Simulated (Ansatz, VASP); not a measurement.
**In17Se15 in two plane-wave programs**

Aim: how closely do two programs agree when they are given the same cell, functional and k mesh? The structure shown is the end of the VASP relaxation below.

Calculated with Ansatz 0.2.0; plane waves, with VASP 6.6.1 beside it; single point at PBEsol.

**1. The structure**

The cell holds 32 atoms: 17 In and 15 Se. Its edges and angles: a = 8.057 Å, b = 8.057 Å, c = 17.014 Å, α = 90.0°, β = 90.0°, γ = 120.0°. It derives from InSe. Nearest the centre at fractional (0.333, 0.167, 0.407): In17 at 0.97 Å, In6 at 2.67 Å, In7 at 2.68 Å, In5 at 2.69 Å, Se31 at 3.79 Å, Se30 at 3.79 Å, Se29 at 3.79 Å, Se20 at 4.03 Å. The cell carries charge +2.

**2. VASP: relaxation, PBEsol**

This run makes the geometry at which the two programs are then compared.

Lines of VASP's logs that name or quote its potential files are left out, and so is its time.

Input file INCAR:

```
SYSTEM = In17Se15
PREC = Normal
ENCUT = 300
EDIFF = 1E-05
NELM = 120
ISMEAR = 0
SIGMA = 0.05
LREAL = Auto
ALGO = Fast
GGA = PS
NELECT = 139
ISPIN = 2
MAGMOM = 0 0 0 0 0.6 0.6 0.6 0 0 0 0 0 0 0 0 0 0.6 0 0 0 0 0 0 0 0 0 0 0 0 0 0 0
LORBIT = 11
LWAVE = True
LCHARG = .FALSE.
NCORE = 8
IBRION = 2
NSW = 50
ISIF = 2
EDIFFG = -0.03
POTIM = 0.4
MAXMIX = 40
ISYM = 0
```

Input file POSCAR:

```
In17Se15
1.0
    8.0572075968      0.0000000000      0.0000000000
   -4.0286037984      6.9777464624      0.0000000000
    0.0000000000      0.0000000000     17.0140360012
In Se
17 15
Direct
    0.3333333300      0.1666666700      0.8314070600
    0.3333333300      0.6666666700      0.8314070600
    0.8333333300      0.1666666700      0.8314070600
    0.8333333300      0.6666666700      0.8314070600
    0.1635743700      0.3326329200      0.3305569600
    0.1689817900      0.8335041100      0.3308913800
    0.6632024400      0.3322275700      0.3314214100
    0.6666666700      0.8333333300      0.3314070600
    0.3333333300      0.1666666700      0.6685929400
    0.3333333300      0.6666666700      0.6685929400
    0.8333333300      0.1666666700      0.6685929400
    0.8333333300      0.6666666700      0.6685929400
    0.1666666700      0.3333333300      0.1685929400
    0.1666666700      0.8333333300      0.1685929400
    0.6666666700      0.3333333300      0.1685929400
    0.6666666700      0.8333333300      0.1685929400
    0.3374598100      0.1704981300      0.4075719700
    0.3333333300      0.6666666700      0.4070062300
    0.8333333300      0.1666666700      0.4070062300
    0.8333333300      0.6666666700      0.4070062300
    0.1666666700      0.3333333300      0.9070062300
    0.1666666700      0.8333333300      0.9070062300
    0.6666666700      0.3333333300      0.9070062300
    0.6666666700      0.8333333300      0.9070062300
    0.3333333300      0.1666666700      0.0929937700
    0.3333333300      0.6666666700      0.0929937700
    0.8333333300      0.1666666700      0.0929937700
    0.8333333300      0.6666666700      0.0929937700
    0.1666666700      0.3333333300      0.5929937700
    0.1666666700      0.8333333300      0.5929937700
    0.6666666700      0.3333333300      0.5929937700
    0.6666666700      0.8333333300      0.5929937700
```

Input file KPOINTS:

```
Automatic mesh
0
Gamma
2 2 1
0 0 0
```

Potentials, in the order of the species: In and Se (PBE family, release 64).

Started as:

```sh
$ mpirun -np 8 vasp_std
```

Numbers of over 12 decimals in the logs are rounded to 6 here.

Log:

```text
[banner, memory and clock lines left out]
running    8 mpi-ranks, on    1 nodes
[...]
|                                                                             |
|           W    W    AA    RRRRR   N    N  II  N    N   GGGG   !!!           |
|           W    W   A  A   R    R  NN   N  II  NN   N  G    G  !!!           |
|           W    W  A    A  R    R  N N  N  II  N N  N  G       !!!           |
|           W WW W  AAAAAA  RRRRR   N  N N  II  N  N N  G  GGG   !            |
|           WW  WW  A    A  R   R   N   NN  II  N   NN  G    G                |
|           W    W  A    A  R    R  N    N  II  N    N   GGGG   !!!           |
|                                                                             |
|     For optimal performance we recommend to set                             |
|       NCORE = 2 up to number-of-cores-per-socket                            |
|     NCORE specifies how many cores store one orbital (NPAR=cpu/NCORE).      |
|     This setting can greatly improve the performance of VASP for DFT.       |
[...]
RMM:  18    -0.125212412012E+03   -0.48317E-05   -0.85493E-06   825   0.561E-03
   1 F= -.12521241E+03 E0= -.12520239E+03  d E =-.125212E+03  mag=     0.0238
[... from here on, the cycles between the ionic steps are left out ...]
  17 F= -.12654920E+03 E0= -.12654418E+03  d E =-.912331E-02  mag=     0.4999
  18 F= -.12654965E+03 E0= -.12654463E+03  d E =-.957686E-02  mag=     0.4929
  19 F= -.12655555E+03 E0= -.12655050E+03  d E =-.589354E-02  mag=     0.4991
  20 F= -.12655586E+03 E0= -.12655078E+03  d E =-.620635E-02  mag=     0.4905
  21 F= -.12655951E+03 E0= -.12655444E+03  d E =-.365287E-02  mag=     0.4927
  22 F= -.12655964E+03 E0= -.12655457E+03  d E =-.378214E-02  mag=     0.4911
  23 F= -.12656151E+03 E0= -.12655646E+03  d E =-.186542E-02  mag=     0.4920
  24 F= -.12656151E+03 E0= -.12655646E+03  d E =-.187105E-02  mag=     0.4911
  25 F= -.12656227E+03 E0= -.12655722E+03  d E =-.751691E-03  mag=     0.4948
  26 F= -.12656227E+03 E0= -.12655723E+03  d E =-.759046E-03  mag=     0.4930
  27 F= -.12656299E+03 E0= -.12655795E+03  d E =-.716785E-03  mag=     0.4924
 trial-energy change:   -0.000717  1 .order   -0.000676   -0.000838   -0.000513
 step:   4.7074(harm=  7.1708)  dis= 0.00733  next Energy=  -126.563181 (dE=-0.908E-03)
 reached required accuracy - stopping structural energy minimisation
 writing wavefunctions
```

OUTCAR, selected parts (step 2):

```text
  Total      -14.9653476    -14.8972882    -19.1133174      0.0085264     -0.0397582     -0.0143411
  in kB      -25.0663042    -24.9523075    -32.0139725      0.0142814     -0.0665932     -0.0240207
  external PRESSURE =     -27.3441947 kB  Pullay stress =       0.0000000 kB

 POSITION                                       TOTAL-FORCE (eV/Angst)
 -----------------------------------------------------------------------------------
      2.01336      1.16175     14.26605        -0.000903     -0.000827      0.001408
     -0.01604      4.64317     14.04970        -0.001840     -0.002759      0.006310
      6.04179      1.17973     14.05055        -0.001543      0.003459      0.001484
      4.04258      4.64228     14.04985         0.001725     -0.003000      0.000651
     -0.02583      2.34763      5.64214         0.000858      0.011030      0.013085
     -2.01260      5.79365      5.65075         0.013338      0.000949      0.007338
      4.05299      2.34468      5.64532         0.006605      0.000189      0.015298
      2.01882      5.81839      5.66564        -0.013485     -0.001580      0.019980
      2.01242      1.16055     11.52499         0.000463     -0.000918     -0.019048
      0.03574      4.67317     11.24105        -0.004735     -0.002735      0.000724
      6.04096      1.11938     11.24156        -0.003452      0.008762     -0.006761
      3.99006      4.67281     11.24076         0.007102     -0.005929     -0.005614
      0.02011      2.31431      2.82882        -0.012500      0.008276      0.005496
     -2.01390      5.83590      2.83412         0.002964     -0.017590      0.002327
[...]
-----------------------------------------------------------------------------------
    total drift:                                0.004971      0.009536      0.000192

  FREE ENERGIE OF THE ION-ELECTRON SYSTEM (eV)
  ---------------------------------------------------
  free  energy   TOTEN  =      -126.5629899562 eV

  energy  without entropy=     -126.5529098146  energy(sigma->0) =     -126.55794989

 reached required accuracy - stopping structural energy minimisation

 magnetization (x)
# of ion       s       p       d       tot
------------------------------------------
    1       -0.000   0.000  -0.000  -0.000
    2        0.001   0.002   0.000   0.003
    3        0.001   0.002   0.000   0.003
    4        0.001   0.002   0.000   0.003
    5        0.008   0.045   0.001   0.054
    6        0.008   0.043   0.001   0.052
    7        0.008   0.045   0.001   0.055
    8        0.000   0.000  -0.000   0.001
    9        0.001  -0.000   0.000   0.001
   10       -0.000   0.002   0.000   0.003
   11       -0.000   0.002   0.000   0.003
   12       -0.000   0.002   0.000   0.003
   13        0.003   0.009   0.001   0.014
[...]
--------------------------------------------------
tot          0.044   0.278   0.018   0.339

[... 3 further parts left out ...]
[key lines of the parts left out:]
E-fermi :   2.6014
```

The cell is charged against a uniform background. The PAW data sets were made with PBE, which is usual practice but a small mismatch for other functionals. The data set In keeps the semicore shell frozen, which is cheaper and a little less accurate.

[end of part 1 of 2]

[Lines on the potential files, build, host, timing and source positions are cut from VASP's logs without a mark.]

[Logs are printed without paths, hosts, clocks, repeated set-up lines and the standing remarks that a program may print on its own settings, such as how far it seeks lower states.]

[Hosts, paths, dates, database ids (printed as entryN), source tags and the programs' standing remarks are cut or masked in the printed files.]
